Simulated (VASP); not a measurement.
Method: PW91 GGA, VASP's PBE PAW potentials (set 64) (plane waves; VASP 6.6.1).

VASP input:

### POSCAR
```
Ru
1
    1.3634620174    -2.3615856470    -0.0000000000
    1.3634620174     2.3615856470     0.0000000000
   -0.0000000000     0.0000000000     4.2956062151
Ru
2
Direct
  0.3333330000   0.6666670000   0.2500000000
  0.6666670000   0.3333330000   0.7500000000
```

### INCAR
```
# general
SYSTEM  = Ru
PREC    = Accurate
ENCUT   = 520
LREAL   = .FALSE.
LASPH   = .TRUE.
ICHARG  = 11

# electronic loop
EDIFF   = 1E-7   # SCF stop (eV)
NELM    = 100   # most electronic steps
ALGO    = Normal
LMAXMIX = 4

# smearing
ISMEAR  = 0   # Gaussian
SIGMA   = 0.05   # width (eV)

# functional
GGA     = 91   # PW91

# output
LWAVE   = .FALSE.
LCHARG  = .FALSE.
LORBIT  = 11   # lm-projected
```

**KPOINTS**
```
k-points along high-symmetry lines
10
Line-mode
Reciprocal
  0.000000   0.000000   0.000000 ! GAMMA
 -0.000000   0.500000   0.000000 ! M

 -0.000000   0.500000   0.000000 ! M
 -0.333333   0.666667   0.000000 ! K

 -0.333333   0.666667   0.000000 ! K
  0.000000   0.000000   0.000000 ! GAMMA

  0.000000   0.000000   0.000000 ! GAMMA
  0.000000   0.000000   0.500000 ! A

  0.000000   0.000000   0.500000 ! A
 -0.000000   0.500000   0.500000 ! L

 -0.000000   0.500000   0.500000 ! L
 -0.333333   0.666667   0.500000 ! H

 -0.333333   0.666667   0.500000 ! H
  0.000000   0.000000   0.500000 ! A

 -0.000000   0.500000   0.500000 ! L
 -0.000000   0.500000   0.000000 ! M

 -0.333333   0.666667   0.500000 ! H
 -0.333333   0.666667   0.000000 ! K
```

POTCAR, in this order: Ru_pv (PBE.64 set). Program: vasp_std. Read from the step before: CHGCAR.

Output of the run:

File OSZICAR:
```
       N       E                     dE             d eps       ncg     rms          rms(c)
DAV:   1     0.287909307760E+03    0.28791E+03   -0.18357E+04  3248   0.173E+03
DAV:   2    -0.121522120090E+02   -0.30006E+03   -0.29417E+03  3454   0.495E+02
DAV:   3    -0.185786909263E+02   -0.64265E+01   -0.62138E+01  3444   0.769E+01
DAV:   4    -0.186500077527E+02   -0.71317E-01   -0.71246E-01  4368   0.709E+00
DAV:   5    -0.186508890409E+02   -0.88129E-03   -0.88124E-03  3620   0.659E-01
DAV:   6    -0.186509288852E+02   -0.39844E-04   -0.39843E-04  4700   0.845E-02
DAV:   7    -0.186509291547E+02   -0.26947E-06   -0.27119E-06  3150   0.662E-03
DAV:   8    -0.186509291577E+02   -0.29845E-08   -0.17171E-08  2118   0.593E-04
   1 F= -.18650929E+02 E0= -.18649175E+02  d E =-.350764E-02
```

OUTCAR:
```
 val. band max:       12.8869846201   @ k =  -0.0370   0.5185   0.5000

 cond. band min:      12.9194737325   @ k =   0.0000   0.0000   0.1667



 k-point     1 :       0.0000    0.0000    0.0000
  band No.  band energies     occupation
      1     -31.0041      2.00000
      2     -30.1225      2.00000
      3     -30.1225      2.00000
      4     -29.9567      2.00000
      5     -29.9567      2.00000
      6     -29.9092      2.00000
      7       4.6647      2.00000
      8       6.4370      2.00000
      9       9.9458      2.00000
     10       9.9458      2.00000
     11      10.1616      2.00000
     12      10.6147      2.00000
     13      10.6147      2.00000
     14      11.0869      2.00000
     15      11.0869      2.00000
     16      13.6250      0.00000
     17      13.6251      0.00000
     18      13.8839      0.00000

 k-point     2 :       0.0000    0.0556    0.0000
  band No.  band energies     occupation
      1     -30.9941      2.00000
      2     -30.1435      2.00000
      3     -30.1297      2.00000
      4     -29.9787      2.00000
      5     -29.9595      2.00000
      6     -29.9139      2.00000
      7       4.7774      2.00000
      8       6.5226      2.00000
      9       9.7187      2.00000
     10      10.0360      2.00000
     11      10.3622      2.00000
     12      10.5666      2.00000
     13      10.6975      2.00000
     14      10.9816      2.00000
     15      11.0179      2.00000
     16      12.6577      2.00000
     17      13.6685      0.00000
     18      15.0012      0.00000

 k-point     3 :       0.0000    0.1111    0.0000
  band No.  band energies     occupation
      1     -30.9646      2.00000
      2     -30.2039      2.00000
      3     -30.1501      2.00000
      4     -30.0414      2.00000
      5     -29.9679      2.00000
      6     -29.9282      2.00000
      7       5.1032      2.00000
      8       6.7571      2.00000
      9       9.3824      2.00000
     10      10.3022      2.00000
...
```

The density is held fixed in this step, so its total energy and stress have no physical meaning.

The compound is Ru in the hcp structure. It was relaxed first.
